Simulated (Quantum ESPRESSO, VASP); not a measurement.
VASP input:

File KPOINTS:
```
Regular mesh
0
Gamma
8 8 4
0 0 0
```

**INCAR**
```
LASPH = .True.
LWAVE = .False.
ISMEAR = -1   ! Fermi-Dirac
NELM = 100
ENCUT = 300   ! plane-wave cut-off (eV)
GGA = PE
LORBIT = 11   ! lm-projected
PREC = Accurate
ALGO = Normal   ! blocked Davidson
SYSTEM = Tb
SIGMA = 0.1
EDIFF = 1E-6   ! SCF stop (eV)
ISPIN = 2   ! spin-polarised
MAGMOM = 2*6.0
LCHARG = .False.
LREAL = .False.   ! projection in real space or not
ISIF = 2   ! forces and stress, cell fixed
LMAXMIX = 6
```

### POSCAR
```
Tb
1
    1.8000000000    -3.1176910000     0.0000000000
    1.8000000000     3.1176910000     0.0000000000
    0.0000000000     0.0000000000     5.6900000000
Tb
2
Direct
  0.3333330000   0.6666670000   0.2500000000
  0.6666670000   0.3333330000   0.7500000000
```

POTCAR, in this order: Tb (PBE.64 set). Program: vasp_std.

Problem. Translate it to Quantum ESPRESSO.

Solution. One input that does it (PBE, SSSP 1.1.2 efficiency (PBE) pseudopotentials):
```
&control
    calculation = 'scf'
    prefix = 'scf'
    outdir = './tmp/'
    pseudo_dir = './'
    verbosity = 'high'
    tprnfor = .true.
    tstress = .true.
/
&system
    ibrav = 0
    nat = 2
    ntyp = 1
    ecutwfc = 50
    ecutrho = 400
    occupations = 'smearing'
    smearing = 'fd'
    degauss = 0.0073499
    nspin = 2
    starting_magnetization(1) = 0.316
/
&electrons
    conv_thr = 1e-10
    mixing_beta = 0.3
/
ATOMIC_SPECIES
Tb   158.9254  Tb.GGA-PBE-paw-v1.0.UPF
ATOMIC_POSITIONS crystal
Tb    0.33333333    0.66666667    0.25000000
Tb    0.66666667    0.33333333    0.75000000
K_POINTS automatic
8 8 4  0 0 0
CELL_PARAMETERS bohr
   3.40150702    -5.89158299     0.00000000
   3.40150702     5.89158299     0.00000000
   0.00000000     0.00000000    10.75254165
```
Both inputs were run and reached self-consistency, which says nothing on mesh or cut-off. Potentials, basis and cut-offs are each code's own, so they don't translate, and total energies aren't comparable.

The structure is a typed Tb crystal (P6_3/mmc). The cell was not relaxed at this level, and it may have been scaled.
